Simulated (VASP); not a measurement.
```
PtS2
1.0
    1.78291    -3.08810     0.00000
    1.78291     3.08810     0.00000
    0.00000     0.00000     4.82326
Pt S
1 2
Direct
  0.00000   0.00000   0.00000
  0.33333   0.66667   0.24838
  0.66667   0.33333   0.75162
```

Calculation: PBEsol GGA, VASP's PBE PAW potentials (set 64) (plane waves; VASP). Run with 480 eV cut-off, 8×8×4 Γ-centred mesh, Gaussian smearing of 0.050 eV, potentials Pt S.

Energy and stress use the plane-wave basis of the starting cell. Without a dispersion term in the relaxation, distances and binding between the weakly bound layers, chains or molecules are unreliable, and so is what depends on them.

Task: The ions, cell shape and volume at an external pressure of 15.0 GPa are relaxed. Give the cell that the relaxation ends in.

Result: 
```
PtS2
1.0
    1.75615    -3.04175     0.00000
    1.75615     3.04175     0.00000
    0.00000     0.00000     4.13004
Pt S
1 2
Direct
  0.00000   0.00000   0.00000
  0.33333   0.66667   0.28482
  0.66667   0.33333   0.71518
```
Space group P-3m1 (164), at a tolerance of 0.03 Å.

Task: How do energy and volume change from the first to the last step?

Result: The energy (σ→0) changes by +93.4 meV/atom and the volume by -16.9 %, in 14 ionic steps.

The compound is PtS2 in the 1T layered structure. This run relaxes it under an external pressure of 15 GPa. Symmetry was kept, so distortions that lower it aren't found. The k-mesh is coarse (spacing up to 0.38 per Å, 2π included), so the numbers may not be converged in it.
